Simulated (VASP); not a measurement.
**Quasiparticle energies of ZnSe (Stilleite) in VASP**

How does the gap of ZnSe (Stilleite) change from the starting functional to GW? The cell is of the zinc-blende type, one of the forms listed for this formula, which need not be the common one. The start is a cell from a database of measured crystal structures.

Program: VASP 6.6.1. Level of theory: PBE; plane waves and PAW (Zn_GW, Se_GW), in the first sound run; inputs show where later runs differ. Results are calculated unless marked as measured.

## Step 1: Set-up

It takes space group F-43m (No. 216, cubic). Conventional cell: a = 5.668 Å, b = 5.668 Å, c = 5.668 Å, α = 90.00°, β = 90.00°, γ = 90.00°. Zn has 4 Se at 2.45 Å nearest. Nearest to Se lie 4 Zn at 2.45 Å. Farther neighbours and most contacts between anions are not listed.

Coordinates:

```xyz
2
Lattice="0.0000 2.8338 2.8338 2.8338 0.0000 2.8338 2.8338 2.8338 0.0000" Properties=species:S:1:pos:R:3 pbc="T T T"
Zn    0.0000    0.0000    0.0000
Se    1.4169    1.4169    1.4169
```

## Step 2: Ground state, k-mesh 4×4×4

The orbitals come from a self-consistent PBE run with a tight EDIFF and a narrow smearing. KPOINTS_OPT adds the bands along a path, which shows whether the mesh holds the band edges.

Input file INCAR:

```
SYSTEM = ZnSe
PREC = Accurate
ENCUT = 350
EDIFF = 1E-08
NELM = 100
ISMEAR = 0
SIGMA = 0.01
LREAL = .FALSE.
ALGO = Normal
GGA = PE
NBANDS = 15
LORBIT = 11
LWAVE = .TRUE.
LCHARG = .FALSE.
KPAR = 8
```

Input file POSCAR:

```
ZnSe
1.0
    0.0000000000      2.8338000000      2.8338000000
    2.8338000000      0.0000000000      2.8338000000
    2.8338000000      2.8338000000      0.0000000000
Zn Se
1 1
Direct
    0.0000000000      0.0000000000      0.0000000000
    0.2500000000      0.2500000000      0.2500000000
```

Input file KPOINTS:

```
Automatic mesh
0
Gamma
4 4 4
0 0 0
```

Input file KPOINTS_OPT:

```
Line mode
12
Line-mode
Reciprocal
  0.00000000   0.00000000   0.00000000 GAMMA
  0.50000000   0.00000000   0.50000000 X

  0.50000000   0.00000000   0.50000000 X
  0.50000000   0.25000000   0.75000000 W

  0.50000000   0.25000000   0.75000000 W
  0.37500000   0.37500000   0.75000000 K

  0.37500000   0.37500000   0.75000000 K
  0.00000000   0.00000000   0.00000000 GAMMA

  0.00000000   0.00000000   0.00000000 GAMMA
  0.50000000   0.50000000   0.50000000 L

  0.50000000   0.50000000   0.50000000 L
  0.62500000   0.25000000   0.62500000 U

  0.62500000   0.25000000   0.62500000 U
  0.50000000   0.25000000   0.75000000 W

  0.50000000   0.25000000   0.75000000 W
  0.50000000   0.50000000   0.50000000 L

  0.50000000   0.50000000   0.50000000 L
  0.37500000   0.37500000   0.75000000 K

  0.62500000   0.25000000   0.62500000 U
  0.50000000   0.00000000   0.50000000 X
```

The projector-augmented-wave data sets are Zn_GW and Se_GW (PBE family, release 64).

On the command line:

```console
$ mpirun -np 8 vasp_std
```

Output:

```text
[banner, memory and clock lines left out]
running    8 mpi-ranks, on    1 nodes
 distrk:  each k-point on    1 cores,    8 groups
 distr:  one band on    1 cores,    1 groups

 POSCAR found type information on POSCAR ZnSe
 POSCAR found :  2 types and       2 ions
|                                                                             |
|           W    W    AA    RRRRR   N    N  II  N    N   GGGG   !!!           |
|           W    W   A  A   R    R  NN   N  II  NN   N  G    G  !!!           |
|           W    W  A    A  R    R  N N  N  II  N N  N  G       !!!           |
|           W WW W  AAAAAA  RRRRR   N  N N  II  N  N N  G  GGG   !            |
|           WW  WW  A    A  R   R   N   NN  II  N   NN  G    G                |
|           W    W  A    A  R    R  N    N  II  N    N   GGGG   !!!           |
|                                                                             |
|     For optimal performance we recommend to set                             |
|       NCORE = 2 up to number-of-cores-per-socket                            |
|     NCORE specifies how many cores store one orbital (NPAR=cpu/NCORE).      |
|     This setting can greatly improve the performance of VASP for DFT.       |
|     The default, NCORE=1 might be grossly inefficient on modern             |
|     multi-core architectures or massively parallel machines. Do your        |
|     Unfortunately you need to use the default for GW and RPA                |
|     calculations (for HF NCORE is supported but not extensively tested      |
|     yet).                                                                   |
|                                                                             |

 LDA part: xc-table for (Slater+PW92), standard interpolation
 POSCAR, INCAR and KPOINTS ok, starting setup
 FFT: planning ... GRIDC
 FFT: planning ... GRID_SOFT
 FFT: planning ... GRID
 WAVECAR not read
 entering main loop
       N       E                     dE             d eps       ncg     rms          rms(c)
DAV:   1     0.109162078853E+03    0.10916E+03   -0.68600E+03   240   0.160E+03
DAV:   2     0.553189418449E+00   -0.10861E+03   -0.10214E+03   254   0.272E+02
DAV:   3    -0.617673466762E+01   -0.67299E+01   -0.66788E+01   385   0.713E+01
DAV:   4    -0.626282883055E+01   -0.86094E-01   -0.86079E-01   248   0.661E+00
DAV:   5    -0.626695824386E+01   -0.41294E-02   -0.41293E-02   400   0.164E+00    0.256E+00
DAV:   6    -0.598400366899E+01    0.28295E+00   -0.70452E-01   359   0.496E+01    0.128E+00
DAV:   7    -0.595656130031E+01    0.27442E-01   -0.20484E-01   348   0.106E+01    0.587E-01
DAV:   8    -0.595486992780E+01    0.16914E-02   -0.94290E-03   374   0.361E+00    0.278E-01
DAV:   9    -0.595533856629E+01   -0.46864E-03   -0.24372E-03   344   0.489E-01    0.266E-02
DAV:  10    -0.595540960923E+01   -0.71043E-04   -0.12486E-04   351   0.222E-01    0.112E-02
DAV:  11    -0.595543090793E+01   -0.21299E-04   -0.33196E-05   275   0.731E-02    0.233E-03
DAV:  12    -0.595543192213E+01   -0.10142E-05   -0.11479E-06   326   0.122E-02    0.946E-04
DAV:  13    -0.595543222592E+01   -0.30379E-06   -0.24118E-07   289   0.324E-03    0.248E-04
DAV:  14    -0.595543222986E+01   -0.39415E-08   -0.13168E-08   263   0.271E-03
   1 F= -.59554322E+01 E0= -.59554322E+01  d E =-.544422E-67
 Start KPOINTS_OPT (optional k-point list driver)
k-point batch [1-8\120]
       N       E                     dE             ncg
DAV:   1     0.594189001828E+03   -0.46087E+03      240
DAV:   2    -0.324047063114E+03   -0.91824E+03      275
DAV:   3    -0.383789064988E+03   -0.59742E+02      320
DAV:   4    -0.385304639403E+03   -0.15156E+01      335
DAV:   5    -0.385335784581E+03   -0.31145E-01      328
DAV:   6    -0.385336140304E+03   -0.35572E-03      335
DAV:   7    -0.385336144802E+03   -0.44985E-05      342
DAV:   8    -0.385336144856E+03   -0.53851E-07      328
DAV:   9    -0.385336144857E+03   -0.80308E-09      260
[...]
k-point batch [113-120\120]
       N       E                     dE             ncg
DAV:   1     0.465987429554E+03   -0.35932E+04      247
DAV:   2    -0.408311025696E+03   -0.87430E+03      275
DAV:   3    -0.458907657708E+03   -0.50597E+02      380
DAV:   4    -0.459560577399E+03   -0.65292E+00      276
DAV:   5    -0.459575975297E+03   -0.15398E-01      387
DAV:   6    -0.459576137776E+03   -0.16248E-03      283
DAV:   7    -0.459576140728E+03   -0.29519E-05      387
DAV:   8    -0.459576140754E+03   -0.25623E-07      318
DAV:   9    -0.459576140754E+03   -0.43030E-09      267
 writing wavefunctions
```

Wall time 2.6 s (8 MPI ranks of Intel Xeon 6975P-C (Granite Rapids), shared host); peak memory 1 GiB; 16 s of CPU time.

Lines that name or quote the potential files are left out of all logs, and their timing lines are given in words.

Parts of OUTCAR (step 2):

```text
ion  position               nearest neighbor table
   1  0.000  0.000  0.000-   2 2.45   2 2.45   2 2.45   2 2.45
   2  0.250  0.250  0.250-   1 2.45   1 2.45   1 2.45   1 2.45

  LATTYP: Found a face centered cubic cell.
 ALAT       =     5.6676000000

 Subroutine GETGRP returns: Found 24 space group operations
 (whereof 24 operations were pure point group operations)

The static configuration has the point symmetry T_d .

 Found      8 irreducible k-points:

   k-points           NKPTS =      8   k-points in BZ     NKDIM =      8   number of bands    NBANDS=     15

   dimension x,y,z NGX =    24 NGY =   24 NGZ =   24
   dimension x,y,z NGXF=    48 NGYF=   48 NGZF=   48

   ENCUT  =  350.0 eV  25.72 Ry    5.07 a.u.   6.11  6.11  6.11*2*pi/ulx,y,z

   NELECT =      18.0000    total number of electrons

 k-points in reciprocal lattice and weights: Automatic mesh
   0.00000000  0.00000000  0.00000000       0.016
   0.25000000  0.00000000  0.00000000       0.125
   0.50000000  0.00000000  0.00000000       0.062
   0.25000000  0.25000000  0.00000000       0.094
   0.50000000  0.25000000  0.00000000       0.375
  -0.25000000  0.25000000  0.00000000       0.188
   0.50000000  0.50000000  0.00000000       0.047
  -0.25000000  0.50000000  0.25000000       0.094

 average (electrostatic) potential at core
       1 -65.3349       2 -54.8744

 E-fermi :   2.7971

 k-point     1 :       0.0000    0.0000    0.0000
  band No.  band energies     occupation
    ...
      5      -3.5255      2.00000
      6      -3.5255      2.00000
      7       2.6760      2.00000
      8       2.6760      2.00000
      9       2.6760      2.00000
     10       3.9417      0.00000
     11       8.4535      0.00000
     12       8.4535      0.00000
     13       8.4536      0.00000
     14      12.5881      0.00000
    ...

 k-point     2 :       0.2500    0.0000    0.0000
  band No.  band energies     occupation
    ...
      5      -3.5253      2.00000
      6      -3.5253      2.00000
      7      -0.3808      2.00000
      8       2.1974      2.00000
      9       2.1974      2.00000
     10       5.4013      0.00000
     11       9.0858      0.00000
     12       9.0859      0.00000
     13       9.2265      0.00000
     14      13.0933      0.00000
    ...

 k-point     3 :       0.5000    0.0000    0.0000
  band No.  band energies     occupation
    ...
      5      -3.5064      2.00000
      6      -3.3645      2.00000
      7      -2.5635      2.00000
      8       1.8054      2.00000
      9       1.8054      2.00000
     10       5.1964      0.00000
     11       9.0343      0.00000
     12       9.0343      0.00000
     13      11.2354      0.00000
     14      13.6321      0.00000
    ...

  Total        0.6925657      0.6925657      0.6925657      0.0000000      0.0000000      0.0000000
  in kB       24.3800169     24.3800169     24.3800169      0.0000000      0.0000000      0.0000000
  external PRESSURE =      24.3800169 kB  Pullay stress =       0.0000000 kB

  energy-cutoff  :      350.00
  volume of cell :       45.51
      direct lattice vectors                 reciprocal lattice vectors
     0.000000000  2.833800000  2.833800000    -0.176441527  0.176441527  0.176441527
     2.833800000  0.000000000  2.833800000     0.176441527 -0.176441527  0.176441527
     2.833800000  2.833800000  0.000000000     0.176441527  0.176441527 -0.176441527

 POSITION                                       TOTAL-FORCE (eV/Angst)
 -----------------------------------------------------------------------------------
      0.00000      0.00000      0.00000         0.000000      0.000000      0.000000
      1.41690      1.41690      1.41690        -0.000000     -0.000000     -0.000000
 -----------------------------------------------------------------------------------
    total drift:                               -0.000001     -0.000001      0.000000

  FREE ENERGIE OF THE ION-ELECTRON SYSTEM (eV)
  ---------------------------------------------------
  free  energy   TOTEN  =        -5.9554322299 eV

  energy  without entropy=       -5.9554322299  energy(sigma->0) =       -5.95543223

 total charge
# of ion       s       p       d       tot
------------------------------------------
    1        0.507   0.438   9.763  10.708
    2        1.417   2.401   0.029   3.847
--------------------------------------------------
tot          1.923   2.839   9.792  14.554

[... 3 further parts left out ...]
```

Numbers from this step:

```yaml
free_energy_toten: -5.955 eV
fermi_energy: 2.797 eV
pressure: 2.438 GPa
least_gap_on_mesh_and_path: 1.266 eV
least_direct_gap_on_mesh_and_path: 1.266 eV
```

The highest empty bands on the path are converged less tightly, to about 0.1 eV. Electronic bands along the path, in eV, zero at the valence-band top; v1 is the highest filled band, c1 the lowest empty one:

```csv
point,v4,v3,v2,v1,c1,c2,c3,c4
Γ,-6.20,0.00,0.00,0.00,1.27,5.78,5.78,5.78
0.45 of the way,-6.18,-2.62,-1.10,-1.10,3.85,4.13,7.68,7.68
X,-6.02,-4.77,-2.19,-2.19,2.96,3.44,10.73,11.22
0.55 of the way,-5.95,-4.73,-2.53,-2.48,4.01,4.41,8.93,9.10
W,-5.90,-4.70,-2.77,-2.67,5.47,5.54,6.94,7.69
0.45 of the way,-5.92,-4.71,-2.98,-2.23,4.43,5.61,7.70,8.32
K,-5.93,-4.73,-3.10,-1.80,3.56,5.58,9.03,9.24
0.45 of the way,-6.17,-3.60,-1.98,-0.60,3.91,6.14,6.54,6.81
Γ,-6.20,0.00,0.00,0.00,1.27,5.78,5.78,5.78
0.45 of the way,-6.20,-2.75,-0.42,-0.42,2.71,6.31,6.36,6.36
L,-6.04,-5.24,-0.87,-0.87,2.52,6.36,6.36,8.56
0.45 of the way,-6.01,-5.02,-2.06,-1.19,3.66,5.80,7.21,8.43
U,-5.93,-4.73,-3.10,-1.80,3.56,5.58,9.03,9.24
0.45 of the way,-5.92,-4.71,-3.02,-2.12,4.19,5.60,7.95,8.50
W,-5.90,-4.70,-2.77,-2.67,5.47,5.54,6.94,7.69
0.45 of the way,-5.98,-4.86,-2.56,-1.58,4.38,5.51,7.36,8.84
L,-6.04,-5.24,-0.87,-0.87,2.52,6.36,6.36,8.56
0.45 of the way,-6.01,-5.02,-2.06,-1.19,3.66,5.80,7.21,8.43
K,-5.93,-4.73,-3.10,-1.80,3.56,5.58,9.03,9.24
jump to U,-5.93,-4.73,-3.10,-1.80,3.56,5.58,9.03,9.24
0.45 of the way,-5.98,-4.75,-2.63,-2.07,3.26,4.16,9.85,10.36
X,-6.02,-4.77,-2.19,-2.19,2.96,3.44,10.73,11.22
```

Of the projections kept (Zn, Se), the largest for each band there, as a share of the weight inside these atoms' spheres; weight between the spheres isn't counted:

```csv
point,v4,v3,v2,v1,c1,c2,c3,c4
Γ,Zn 1.00,Se 0.79,Se 0.79,Se 0.79,Zn 0.54,Zn 0.73,Zn 0.73,Zn 0.73
X,Zn 0.97,Zn 0.66,Se 0.74,Se 0.74,Zn 0.63,Zn 0.65,Se 0.80,Zn 0.52
W,Zn 0.97,Zn 0.56,Se 0.65,Se 0.73,Se 0.71,Se 0.53,Zn 0.66,Zn 0.52
K,Zn 0.97,Zn 0.57,Se 0.68,Se 0.74,Zn 0.64,Se 0.58,Se 0.65,Se 0.51
Γ,Zn 1.00,Se 0.79,Se 0.79,Se 0.79,Zn 0.54,Zn 0.73,Zn 0.73,Zn 0.73
L,Zn 0.98,Se 0.56,Se 0.76,Se 0.76,Zn 0.65,Zn 0.64,Zn 0.64,Se 0.78
```

The cell has a gap of 1.27 eV on mesh and path and a pressure of +2.4 GPa, which holds the misfit of the given cell and coordinates with this functional, and any error of cutoff, mesh and data sets. Spin-orbit coupling is left out, which can shift or reorder these edges.

## Step 3: Empty bands, k-mesh 4×4×4

ALGO = Exact makes the empty bands from the converged ground state in one step. LOPTICS writes the k-derivatives of the orbitals (WAVEDER), which give the long-wavelength limit of the screening.

Input file INCAR:

```
SYSTEM = ZnSe
PREC = Accurate
ENCUT = 350
ISMEAR = 0
SIGMA = 0.01
LREAL = .FALSE.
GGA = PE
NBANDS = 104
ALGO = Exact
NELM = 1
LWAVE = .TRUE.
LCHARG = .FALSE.
LOPTICS = .TRUE.
NEDOS = 1000
CSHIFT = 0.1
```

POSCAR is that of step 2.

KPOINTS is that of step 2.

On the command line:

```console
$ mpirun -np 8 vasp_std
```

Output:

```text
[banner, memory and clock lines left out]
running    8 mpi-ranks, on    1 nodes
 distrk:  each k-point on    8 cores,    1 groups
 distr:  one band on    1 cores,    8 groups

 POSCAR found type information on POSCAR ZnSe
 POSCAR found :  2 types and       2 ions
 [... a notice as in an earlier step ...]

 LDA part: xc-table for (Slater+PW92), standard interpolation
 found WAVECAR, reading the header
  number of bands has changed, file:    15 present:   104
  trying to continue reading WAVECAR, but it might fail
 POSCAR, INCAR and KPOINTS ok, starting setup
 FFT: planning ... GRIDC
 FFT: planning ... GRID_SOFT
 FFT: planning ... GRID
 reading WAVECAR
 random initialization beyond band           15
 the WAVECAR file was read successfully
 initial charge from wavefunction
 entering main loop
       N       E                     dE             d eps       ncg     rms          rms(c)
DIA:   1    -0.595543224081E+01   -0.59554E+01    0.00000E+00     0   0.000E+00
   1 F= -.59554322E+01 E0= -.59554322E+01  d E =-.274935E-19
 writing wavefunctions
 optical routines
 imaginary and real dielectric function
 recalculating local potential from charge density
 direction            1
 direction            2
 direction            3
```

It took 1.8 s on 8 MPI ranks; peak memory 0.96 GiB.

From OUTCAR (step 3):

```text
The static configuration has the point symmetry T_d .

 Found      8 irreducible k-points:

   k-points           NKPTS =      8   k-points in BZ     NKDIM =      8   number of bands    NBANDS=    104

   NELECT =      18.0000    total number of electrons

 E-fermi :   2.7366

 k-point     1 :       0.0000    0.0000    0.0000
  band No.  band energies     occupation
    ...
      5      -3.5254      2.00000
      6      -3.5254      2.00000
      7       2.6760      2.00000
      8       2.6760      2.00000
      9       2.6760      2.00000
     10       3.9417      0.00000
     11       8.4535      0.00000
     12       8.4535      0.00000
     13       8.4536      0.00000
     14      12.5881      0.00000
    ...

 k-point     2 :       0.2500    0.0000    0.0000
  band No.  band energies     occupation
    ...
      5      -3.5252      2.00000
      6      -3.5252      2.00000
      7      -0.3808      2.00000
      8       2.1974      2.00000
      9       2.1974      2.00000
     10       5.4013      0.00000
     11       9.0858      0.00000
     12       9.0859      0.00000
     13       9.2265      0.00000
     14      13.0933      0.00000
    ...

  Total        0.6905909      0.6905909      0.6905909     -0.0000000      0.0000000     -0.0000000
  in kB       24.3104986     24.3104986     24.3104986     -0.0000000      0.0000000     -0.0000000
  external PRESSURE =      24.3104986 kB  Pullay stress =       0.0000000 kB

  FREE ENERGIE OF THE ION-ELECTRON SYSTEM (eV)
  ---------------------------------------------------
  free  energy   TOTEN  =        -5.9554322408 eV

  energy  without entropy=       -5.9554322408  energy(sigma->0) =       -5.95543224

 plasma frequency squared (from intraband transitions) (eV^2)
  --------------------------------------------------------------------------------------
       0.000       0.000      -0.000
       0.000       0.000       0.000
      -0.000       0.000       0.000

[... 8 parts as in an earlier step ...]

[... 5 further parts left out ...]
```

The gap is read on the k-mesh alone, so it is an upper bound where the band edges lie off the mesh, and a coarse mesh can show a gap where there is none.

A gap read on the k-mesh alone can miss the band edges.

This step gave:

```
gap on the k-mesh              : 1.266 eV
least direct gap on the k-mesh : 1.266 eV
```

WAVECAR now holds 104 bands for 18 electrons. Its independent-particle dielectric tensor has xx, yy, zz = 14.9, 14.9, 14.9 on this mesh. It isn't tested for convergence in mesh or bands and lacks local fields, and at a small direct gap a coarse mesh makes it too large, which overscreens the GW step.

(Continued in part 2 of 3.)

[Lines on the potential files, build, host, timing and source positions are cut from VASP's logs without a mark.]

[Logs are printed without paths, hosts, clocks, repeated set-up lines and the standing remarks that a program may print on its own settings, such as how far it seeks lower states.]

[Hosts, paths, dates, database ids (printed as entryN), source tags and the programs' standing remarks are cut or masked in the printed files.]

[Pressures printed for these runs are not shown converged in the cutoff: they can be off by several GPa and have the wrong sign.]

[In band tables of VASP the shares of atoms and orbitals are scaled to a sum of 1 inside the atoms' spheres.]
